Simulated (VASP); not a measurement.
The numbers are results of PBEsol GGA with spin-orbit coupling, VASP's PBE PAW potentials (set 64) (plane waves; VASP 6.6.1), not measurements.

A VASP calculation is set up with these files.

**INCAR**
```
# general
SYSTEM    =CeO2
PREC      =Accurate
ENCUT     =520
LREAL     =.FALSE.
LASPH     =.TRUE.

# electronic loop
EDIFF     =1E-6
NELM      =100
ALGO      =Normal
LMAXMIX   =6

# smearing
ISMEAR    =0
SIGMA     =0.05

# functional
GGA       =PS
GGA_COMPAT=.FALSE.

# spin
MAGMOM    =0 0 0 0 0 0 0 0 0
LSORBIT   =.TRUE.

# output
LWAVE     =.FALSE.
LCHARG    =.FALSE.
```

File POSCAR:
```
CeO2
1
    0.0000000000     2.6986538632     2.6986538632
    2.6986538632     0.0000000000     2.6986538632
    2.6986538632     2.6986538632     0.0000000000
Ce O
1 2
Direct
  0.0000000000   0.0000000000   0.0000000000
  0.2500000000   0.2500000000   0.2500000000
  0.7500000000   0.7500000000   0.7500000000
```

**KPOINTS_OPT**
```
k-points along high-symmetry lines
8
Line-mode
Reciprocal
  0.000000   0.000000   0.000000 ! GAMMA
  0.500000   0.000000   0.500000 ! X

  0.500000   0.000000   0.500000 ! X
  0.625000   0.250000   0.625000 ! U

  0.375000   0.375000   0.750000 ! K
  0.000000   0.000000   0.000000 ! GAMMA

  0.000000   0.000000   0.000000 ! GAMMA
  0.500000   0.500000   0.500000 ! L

  0.500000   0.500000   0.500000 ! L
  0.500000   0.250000   0.750000 ! W

  0.500000   0.250000   0.750000 ! W
  0.500000   0.000000   0.500000 ! X
```

**KPOINTS**
```
Automatic
0
G
  7 7 7
```

POTCAR, in this order: Ce O (PBE.64 set). Program: vasp_ncl.

Output of the run:

File OSZICAR:
```
       N       E                     dE             d eps       ncg     rms          rms(c)
DAV:   1     0.280586839500E+03    0.28059E+03   -0.10617E+04  1296   0.200E+03
DAV:   2     0.493027799754E+02   -0.23128E+03   -0.20342E+03  1448   0.377E+02
DAV:   3    -0.254013556489E+02   -0.74704E+02   -0.71592E+02  1736   0.193E+02
DAV:   4    -0.325045926375E+02   -0.71032E+01   -0.70419E+01  2056   0.609E+01
DAV:   5    -0.329453841355E+02   -0.44079E+00   -0.44032E+00  2184   0.165E+01    0.325E+01
DAV:   6    -0.304724848558E+02    0.24729E+01   -0.66288E+01  1728   0.584E+01    0.227E+01
DAV:   7    -0.296375297333E+02    0.83496E+00   -0.10000E+02  2056   0.124E+02    0.219E+01
DAV:   8    -0.289891782163E+02    0.64835E+00   -0.35492E+00  1824   0.198E+01    0.135E+01
DAV:   9    -0.278916254316E+02    0.10976E+01   -0.48100E+00  1840   0.203E+01    0.176E+00
DAV:  10    -0.278968748227E+02   -0.52494E-02   -0.48788E-01  2344   0.575E+00    0.106E+00
DAV:  11    -0.278885008650E+02    0.83740E-02   -0.49185E-02  2040   0.194E+00    0.935E-01
DAV:  12    -0.278806862083E+02    0.78147E-02   -0.41285E-02  1912   0.143E+00    0.437E-01
DAV:  13    -0.278796743029E+02    0.10119E-02   -0.25298E-02  1952   0.165E+00    0.317E-01
DAV:  14    -0.278795604148E+02    0.11389E-03   -0.25207E-03  2184   0.341E-01    0.150E-01
DAV:  15    -0.278794365536E+02    0.12386E-03   -0.92244E-04  1816   0.229E-01    0.350E-02
DAV:  16    -0.278794584102E+02   -0.21857E-04   -0.12011E-04  2376   0.866E-02    0.256E-02
DAV:  17    -0.278794550012E+02    0.34090E-05   -0.15103E-05  2008   0.306E-02    0.226E-02
DAV:  18    -0.278794441885E+02    0.10813E-04   -0.56394E-05  1616   0.871E-02    0.767E-03
DAV:  19    -0.278794445528E+02   -0.36425E-06   -0.17145E-06  1504   0.131E-02
   1 F= -.27879445E+02 E0= -.27879445E+02  d E =-.789031E-13  mag=     0.0000     0.0000     0.0000
       N       E                     dE             ncg
       N       E                     dE             ncg
       N       E                     dE             ncg
```

**OUTCAR**
```
------------------------ aborting loop because EDIFF is reached ----------------------------------------
  FORCE on cell =-STRESS in cart. coord.  units (eV):
  Direction    XX          YY          ZZ          XY          YZ          ZX
  --------------------------------------------------------------------------------------
  Total        0.0042221      0.0042221      0.0042221     -0.0000000     -0.0000000      0.0000000
  in kB        0.1720935      0.1720935      0.1720935     -0.0000000     -0.0000000      0.0000000
  external PRESSURE =       0.1720935 kB  Pullay stress =       0.0000000 kB
  volume of cell :       39.31
      direct lattice vectors                 reciprocal lattice vectors
     0.000000000  2.698653863  2.698653863    -0.185277559  0.185277559  0.185277559
     2.698653863  0.000000000  2.698653863     0.185277559 -0.185277559  0.185277559
     2.698653863  2.698653863  0.000000000     0.185277559  0.185277559 -0.185277559
 POSITION                                       TOTAL-FORCE (eV/Angst)
 -----------------------------------------------------------------------------------
      0.00000      0.00000      0.00000         0.000000      0.000000     -0.000000
      1.34933      1.34933      1.34933        -0.000000     -0.000000     -0.000000
      4.04798      4.04798      4.04798         0.000000     -0.000000      0.000000
 -----------------------------------------------------------------------------------
    total drift:                                0.000000      0.000000      0.000000
  FREE ENERGIE OF THE ION-ELECTRON SYSTEM (eV)
  ---------------------------------------------------
  free  energy   TOTEN  =       -27.8794445528 eV

  energy  without entropy=      -27.8794445528  energy(sigma->0) =      -27.87944455

 Ion:    1  E_soc:     -0.6712623

 Ion:    2  E_soc:     -0.0006517

 Ion:    3  E_soc:     -0.0006517
```
(Selected blocks of OUTCAR.)

File OUTCAR:
```
 val. band max:        5.3039737371   @ k =  -0.2857   0.2857   0.0000

 cond. band min:       7.2102541431   @ k =  -0.4286   0.1429   0.0000


 Fermi energy:         5.5450631107

 k-point     1 :       0.0000    0.0000    0.0000
  band No.  band energies     occupation
      1     -27.1032      1.00000
      2     -27.1032      1.00000
      3     -11.0818      1.00000
      4     -11.0818      1.00000
      5     -10.9886      1.00000
      6     -10.9886      1.00000
      7     -10.0143      1.00000
      8     -10.0143      1.00000
      9      -8.3989      1.00000
     10      -8.3989      1.00000
     11      -8.3989      1.00000
     12      -8.3989      1.00000
     13       1.3055      1.00000
     14       1.3055      1.00000
     15       1.3055      1.00000
     16       1.3055      1.00000
     17       1.3116      1.00000
     18       1.3116      1.00000
     19       4.6033      1.00000
     20       4.6033      1.00000
     21       4.6684      1.00000
     22       4.6684      1.00000
     23       4.6684      1.00000
     24       4.6684      1.00000
     25       7.4934      0.00000
     26       7.4934      0.00000
     27       7.6083      0.00000
     28       7.6083      0.00000
     29       7.6083      0.00000
     30       7.6083      0.00000
     31       7.9721      0.00000
     32       7.9721      0.00000

 k-point     2 :       0.1429    0.0000    0.0000
  band No.  band energies     occupation
      1     -27.0624      1.00000
      2     -27.0624      1.00000
      3     -11.9192      1.00000
      4     -11.9192      1.00000
      5     -10.5890      1.00000
      6     -10.5890      1.00000
      7     -10.1501      1.00000
      8     -10.1501      1.00000
      9      -8.4575      1.00000
     10      -8.4575      1.00000
     11      -8.0094      1.00000
     12      -8.0094      1.00000
     13       1.4956      1.00000
     14       1.4956      1.00000
     15       1.4995      1.00000
     16       1.4995      1.00000
...
```

The compound is CeO2 in the fluorite structure. It was relaxed first.
